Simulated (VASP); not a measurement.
Input for VASP

**INCAR**
```
ALGO = Normal
EDIFF = 1E-6
EDIFFG = -0.01
ENCUT = 520
IBRION = 2
ISIF = 3
ISMEAR = 0
LASPH = .True.
LCHARG = .False.
LMAXMIX = 4
LREAL = .False.
LWAVE = .False.
NELM = 100
NSW = 60
PREC = Accurate
SIGMA = 0.05
SYSTEM = GaN
```

**KPOINTS**
```
K-points
0
Gamma
 9 9 9
```

POSCAR:
```
GaN
1
    0.0000000000     2.2535000000     2.2535000000
    2.2535000000     0.0000000000     2.2535000000
    2.2535000000     2.2535000000     0.0000000000
Ga N
1 1
Direct
  0.0000000000   0.0000000000   0.0000000000
  0.7500000000   0.7500000000   0.7500000000
```

POTCAR, in this order: Ga_d N (LDA.64 set). Program: vasp_std.

Problem. Write an equivalent input for Ansatz.

Solution. One equivalent input (not run):
Ansatz 0.2 input:
```yaml
crystal:
  lattice:
    - [0.0000000, 2.2535000, 2.2535000]
    - [2.2535000, 0.0000000, 2.2535000]
    - [2.2535000, 2.2535000, 0.0000000]
  atoms:
    - { symbol: Ga, position: [0.0000000, 0.0000000, 0.0000000] }
    - { symbol: N, position: [0.7500000, 0.7500000, 0.7500000] }
kpoints:
  mp_grid: { grid: [9, 9, 9] }
hamiltonian:
  xc: lda
  pseudopotentials: { kind: paw }
scf:
  occupations: { method: gaussian, width: 0.05 }
  max_iter: 100
relax:
  max_steps: 60
  f_tol: 0.01
  cell: {}
output: { forces: true, stress: true, eigenvalues: true }
```
Limits of the translation: each code has its own PAW files, so the cut-off isn't converted (ENCUT is set for VASP's; basis.ecutwfc is left out, and Ansatz then takes the one that its files recommend); Ansatz stops its SCF on the density residual and VASP on the energy change (EDIFF); Ansatz's lda is the Perdew-Wang form, while the LDA potentials of VASP carry Perdew-Zunger's.

The structure comes from a computed database's GaN entry (F-43m); how it stands against other phases isn't given here. This run relaxes it. Symmetry was kept, so distortions that lower it aren't found.
